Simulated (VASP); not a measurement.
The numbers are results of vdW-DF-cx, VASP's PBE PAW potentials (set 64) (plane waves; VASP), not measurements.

VASP input:

**KPOINTS**
```
k-points along high-symmetry lines
15
Line-mode
Reciprocal
  0.000000   0.000000   0.000000 ! GAMMA
  0.500000   0.000000   0.500000 ! X

  0.500000   0.000000   0.500000 ! X
  0.625000   0.250000   0.625000 ! U

  0.375000   0.375000   0.750000 ! K
  0.000000   0.000000   0.000000 ! GAMMA

  0.000000   0.000000   0.000000 ! GAMMA
  0.500000   0.500000   0.500000 ! L

  0.500000   0.500000   0.500000 ! L
  0.500000   0.250000   0.750000 ! W

  0.500000   0.250000   0.750000 ! W
  0.500000   0.000000   0.500000 ! X
```

**POSCAR**
```
LiH
1
    0.0000000000     2.0154247137     2.0154247137
    2.0154247137     0.0000000000     2.0154247137
    2.0154247137     2.0154247137     0.0000000000
Li H
1 1
Direct
  0.0000000000   0.0000000000   0.0000000000
  0.5000000000   0.5000000000   0.5000000000
```

INCAR:
```
AGGAC  =  0.0
ALGO  =  Normal
EDIFF  =  1E-7
ENCUT  =  520
GGA  =  CX
ICHARG  =  11
ISMEAR  =  0
LASPH  =  T
LCHARG  =  F
LORBIT  =  11
LREAL  =  F
LUSE_VDW  =  T
LWAVE  =  F
NELM  =  100
PREC  =  Accurate
SIGMA  =  0.05
SYSTEM  =  LiH
```

POTCAR, in this order: Li_sv H (PBE.64 set). Program: vasp_std. Read from the step before: CHGCAR.

Output of the run:

**OSZICAR**
```
       N       E                     dE             d eps       ncg     rms          rms(c)
DAV:   1    -0.559760859979E+00   -0.55976E+00   -0.14821E+03  1110   0.617E+02
DAV:   2    -0.475121479038E+01   -0.41915E+01   -0.40491E+01  1542   0.637E+01
DAV:   3    -0.483827206412E+01   -0.87057E-01   -0.87057E-01  1326   0.798E+00
DAV:   4    -0.483995715637E+01   -0.16851E-02   -0.16851E-02  1470   0.816E-01
DAV:   5    -0.483997842289E+01   -0.21267E-04   -0.21267E-04  1290   0.467E-02
DAV:   6    -0.483997955280E+01   -0.11299E-05   -0.11299E-05  1356   0.549E-03
DAV:   7    -0.483997955542E+01   -0.26141E-08   -0.26140E-08   996   0.407E-04
   1 F= -.48399796E+01 E0= -.48399796E+01  d E =-.547267E-15
```

File OUTCAR:
```
 val. band max:        0.0450099065   @ k =   0.5000   0.0000   0.5000

 cond. band min:       3.1551701885   @ k =   0.5000   0.0000   0.5000



 k-point     1 :       0.0000    0.0000    0.0000
  band No.  band energies     occupation
      1     -43.9873      2.00000
      2      -5.2821      2.00000
      3      16.0926      0.00000
      4      18.1685      0.00000
      5      18.1686      0.00000
      6      18.1686      0.00000

 k-point     2 :       0.0357    0.0000    0.0357
  band No.  band energies     occupation
      1     -43.9864      2.00000
      2      -5.2520      2.00000
      3      15.8791      0.00000
      4      17.8524      0.00000
      5      17.8525      0.00000
      6      18.3599      0.00000

 k-point     3 :       0.0714    0.0000    0.0714
  band No.  band energies     occupation
      1     -43.9842      2.00000
      2      -5.1617      2.00000
      3      15.3594      0.00000
      4      17.1270      0.00000
      5      17.1270      0.00000
      6      18.7513      0.00000

 k-point     4 :       0.1071    0.0000    0.1071
  band No.  band energies     occupation
      1     -43.9809      2.00000
      2      -5.0104      2.00000
      3      14.6726      0.00000
      4      16.2730      0.00000
      5      16.2731      0.00000
      6      19.0655      0.00000

 k-point     5 :       0.1429    0.0000    0.1429
  band No.  band energies     occupation
      1     -43.9763      2.00000
      2      -4.7965      2.00000
      3      13.8395      0.00000
      4      15.4159      0.00000
      5      15.4160      0.00000
      6      18.6669      0.00000

 k-point     6 :       0.1786    0.0000    0.1786
  band No.  band energies     occupation
      1     -43.9709      2.00000
      2      -4.5190      2.00000
      3      12.8484      0.00000
      4      14.6047      0.00000
      5      14.6048      0.00000
      6      17.7802      0.00000

...
```

The density is held fixed in this step, so its total energy and stress have no physical meaning.

The compound is LiH in the rock salt structure. It was relaxed first.
